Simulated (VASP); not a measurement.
```xyz
2
Lattice="0.0000 3.1408 3.1408 3.1408 0.0000 3.1408 3.1408 3.1408 0.0000" Properties=species:S:1:pos:R:3 pbc="T T T"
V      0.0000     0.0000     0.0000
As     1.5704     1.5704     1.5704
```
Starting moments (μB, in the order of the record's atoms V As): 2.0 0.0.

Calculation: r2SCAN meta-GGA, VASP's PBE PAW potentials (set 64) (plane waves; VASP). Run with 400 eV cut-off, 9×9×9 Γ-centred mesh, first-order Methfessel-Paxton smearing of 0.10 eV, potentials V_sv As.

Energy and stress use the plane-wave basis of the starting cell.

**Question.** The ions, cell shape and volume are relaxed. What does this cell relax into?

**Answer.** 
```xyz
2
Lattice="0.0000 2.8399 2.8399 2.8399 0.0000 2.8399 2.8399 2.8399 0.0000" Properties=species:S:1:pos:R:3 pbc="T T T"
V      0.0000     0.0000     0.0000
As     1.4199     1.4199     1.4199
```
Space group F-43m (216), at a tolerance of 0.03 Å. The cell ends with -2.00 μB, on the sites -2.08 0.20 μB.

**Question.** How do energy and volume change from the first to the last step?

**Answer.** The energy (σ→0) changes by -372.6 meV/atom and the volume by -26.1 %, in 3 ionic steps.

| step | E(σ→0) (eV) | max force (eV/Å) | pressure (GPa) | volume (Å³) |
|---|---|---|---|---|
| 1 | -28.3782 | 0.000 | -11.54 | 61.96 |
| 2 | -29.1070 | 0.000 | 3.07 | 44.03 |
| 3 | -29.1234 | 0.000 | -0.01 | 45.81 |

The structure was generated: VAs was put into the zinc blende type (F-43m), which need not be its known phase. This run relaxes it. Symmetry was kept, so distortions that lower it aren't found.
